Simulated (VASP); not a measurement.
These are RPA correlation on PBE orbitals, VASP's PBE PAW potentials (set 64) (plane waves; VASP 6.6.1) values and carry that method's errors.

Input for VASP

**KPOINTS**
```
Automatic mesh
0
gamma
 4 4 4
```

### INCAR
```
LREAL  =  .False.
PREC  =  Normal
ENCUT  =  500
LWAVE  =  .False.
LASPH  =  .True.   # aspherical one-centre terms
SYSTEM  =  AlN
GGA  =  PE   # PBE
ENCUTGW  =  300
LCHARG  =  .False.
ISMEAR  =  0   # Gaussian
SIGMA  =  0.01
NOMEGA  =  12
ALGO  =  ACFDT
NBANDS  =  531
```

File POSCAR:
```
AlN
1
    0.0000000000     2.1604020000     2.1604020000
    2.1604020000     0.0000000000     2.1604020000
    2.1604020000     2.1604020000     0.0000000000
Al N
1 1
Direct
  0.0000000000   0.0000000000   0.0000000000
  0.2500000000   0.2500000000   0.2500000000
```

POTCAR, in this order: Al_GW N_GW_new (PBE.64 set). Program: vasp_std. Read from the step before: WAVECAR, WAVEDER.

Output of the run:

### OSZICAR
```
energies w=
    0.000    0.739    0.000    2.383    0.000    4.573    0.000    7.852
    0.000   13.095    0.000   21.794    0.000   36.586    0.000   62.287
    0.000  108.083    0.000  193.107    0.000  367.142    0.000  858.776
NQ=   1    0.0000    0.0000    0.0000,
 performed       1575000 updates of chi_q(r,r)
NQ=   2    0.2500    0.0000    0.0000,
 performed       3150000 updates of chi_q(r,r)
NQ=   3    0.5000    0.0000    0.0000,
 performed       4725000 updates of chi_q(r,r)
NQ=   4    0.2500    0.2500    0.0000,
 performed       6300000 updates of chi_q(r,r)
NQ=   5    0.5000    0.2500    0.0000,
 performed       7875000 updates of chi_q(r,r)
NQ=   6   -0.2500    0.2500    0.0000,
 performed       9450000 updates of chi_q(r,r)
NQ=   7    0.5000    0.5000    0.0000,
 performed      11025000 updates of chi_q(r,r)
NQ=   8   -0.2500    0.5000    0.2500,
 performed      12600000 updates of chi_q(r,r)
```

**OUTCAR**
```


      cutoff energy     smooth cutoff   RPA   correlation   Hartree contr. to MP2
---------------------------------------------------------------------------------
            300.000           240.000      -12.3714733981      -19.1697550288
            285.714           228.571      -12.3127574208      -19.1058152805
            272.109           217.687      -12.2479900222      -19.0347249040
            259.151           207.321      -12.1786816792      -18.9580250880
            246.811           197.449      -12.1039454497      -18.8745443765
            235.058           188.046      -12.0222226413      -18.7823631643
            223.865           179.092      -11.9359812600      -18.6840158511
            213.204           170.564      -11.8432252657      -18.5768886390
  linear regression
  converged value                          -13.1633798256      -20.0607640268
```
(Selected blocks of OUTCAR.)

The mesh is coarse, so the correlation energy is not converged in k-points.

The compound is AlN in the zinc blende structure, a metastable form; wurtzite is the usual one. This cell is one point of a volume scan, at 0.96 of the reference volume. The k-mesh is coarse (spacing up to 0.63 per Å, 2π included), so the numbers may not be converged in it.
